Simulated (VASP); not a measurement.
Here is a VASP 6.6.1 calculation.

INCAR

```
PREC     = Accurate       # precision mode
ENCUT    = 520            # plane-wave cutoff, eV
EDIFF    = 1E-6           # SCF threshold, eV
ISMEAR   = 0              # smearing method
SIGMA    = 0.03           # smearing width, eV
LREAL    = False          # projectors in reciprocal space
LASPH    = True           # aspherical terms in the spheres
NELM     = 150            # most SCF steps
ALGO     = Normal         # electronic algorithm
ISIF     = 2              # what is computed and relaxed
LWAVE    = False          # write WAVECAR
LCHARG   = False          # write CHGCAR
METAGGA  = R2SCAN         # meta-GGA
LMIXTAU  = True         
NBANDS   = 26             # bands
KPAR     = 4
```

The input KPOINTS:

```
regular mesh
0
Gamma
  8 8 8
```

File POSCAR:

```
Mg2CdS3
1.0
   -1.8832300000      2.6631900000      5.6584400000
    1.8832300000     -2.6631900000      5.6584400000
    1.8832300000      2.6631900000     -5.6584400000
Mg Cd S
2 1 3
Direct
    0.6663070000      0.6663070000      0.0000000000
    0.3336930000      0.3336930000      0.0000000000
    0.0000000000      0.0000000000      0.0000000000
    0.1747340000      0.6747340000      0.5000000000
    0.8252660000      0.3252660000      0.5000000000
    0.5000000000      0.0000000000      0.5000000000
```

Potentials or basis: VASP PAW PBE potentials, release 64 (Mg, Cd, S).

Run with:

```console
$ cat potpaw_PBE.64/Mg/POTCAR potpaw_PBE.64/Cd/POTCAR potpaw_PBE.64/S/POTCAR > POTCAR
$ mpirun -np 4 vasp_std > vasp.out
```

**Question.** Estimate the pressure.

**Answer.** -1.4 GPa.

**Question.** Estimate the largest force.

**Answer.** 0.029 eV/Å.

Forces on the atoms (eV/Å):
```
Mg   0.000  0.000  0.014
Mg   0.000  0.000 -0.014
Cd   0.000  0.000  0.000
S    0.000  0.000 -0.029
S    0.000  0.000  0.029
S    0.000  0.000  0.000
```

Caveat: the PAW data sets were made with another functional, which shifts forces and pressure a little.
